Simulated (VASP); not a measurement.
An input for Ansatz (written as the equivalent of a VASP run, and not itself run):

Ansatz 0.2 input:
```yaml
crystal:
  lattice:
    - [5.6489945, 3.2614495, 1.6156712]
    - [-5.6489957, 3.2614474, 1.6156712]
    - [0.0000012, -6.5228979, 1.6156712]
  atoms:
    - { symbol: Se, position: [0.8518657, 0.7273216, 0.0957177] }
    - { symbol: Se, position: [0.1481343, 0.2726784, 0.9042823] }
    - { symbol: Se, position: [0.0957177, 0.8518657, 0.7273216] }
    - { symbol: Se, position: [0.9042823, 0.1481343, 0.2726784] }
    - { symbol: Se, position: [0.7273216, 0.0957177, 0.8518657] }
    - { symbol: Se, position: [0.2726784, 0.9042823, 0.1481343] }
kpoints:
  mp_grid: { grid: [5, 5, 5] }
hamiltonian:
  xc: r2scan
  pseudopotentials: { kind: paw }
scf:
  occupations: { method: gaussian, width: 0.05 }
  max_iter: 100
relax:
  max_steps: 60
  f_tol: 0.02
  cell: {}
output: { forces: true, stress: true, eigenvalues: true }
```

### Question
Write the VASP files for the same calculation (r2SCAN).

### Answer
One answer among several that fit: 
File POSCAR:
```
Se
1
    5.6489945149     3.2614494778     1.6156712287
   -5.6489957105     3.2614474071     1.6156712287
    0.0000011956    -6.5228978767     1.6156712152
Se
6
Direct
  0.8518657283   0.7273215989   0.0957177428
  0.1481342717   0.2726784011   0.9042822572
  0.0957177426   0.8518657281   0.7273215986
  0.9042822574   0.1481342719   0.2726784014
  0.7273215988   0.0957177426   0.8518657281
  0.2726784012   0.9042822574   0.1481342719
```

File KPOINTS:
```
kpoints
0
Gamma
5 5 5
```

**INCAR**
```
NELM  =  100
LWAVE  =  .False.
METAGGA  =  R2SCAN
LMAXMIX  =  4
SIGMA  =  0.05   ! width (eV)
ISMEAR  =  0
ALGO  =  Normal   ! blocked Davidson
EDIFFG  =  -0.02   ! ionic stop
LREAL  =  .False.
IBRION  =  2   ! conjugate gradients
SYSTEM  =  Se
ISIF  =  3   ! ions, shape and volume
EDIFF  =  1E-6
LASPH  =  .True.   ! aspherical one-centre terms
LMIXTAU  =  .True.
PREC  =  Accurate
ENCUT  =  400
LCHARG  =  .False.
NSW  =  60
```

POTCAR, in this order: Se (PBE.64 set). Program: vasp_std.

The two are equivalent in intent, not identical: each code has its own PAW files, so the cut-off isn't converted (ENCUT is set for VASP's; basis.ecutwfc is left out, and Ansatz then takes the one that its files recommend); Ansatz stops its SCF on the density residual and VASP on the energy change (EDIFF).

The structure comes from a computed database's Se entry (R-3); how it stands against other phases isn't given here. This run relaxes it. Symmetry was kept, so distortions that lower it aren't found. The start is the result of an earlier pass.
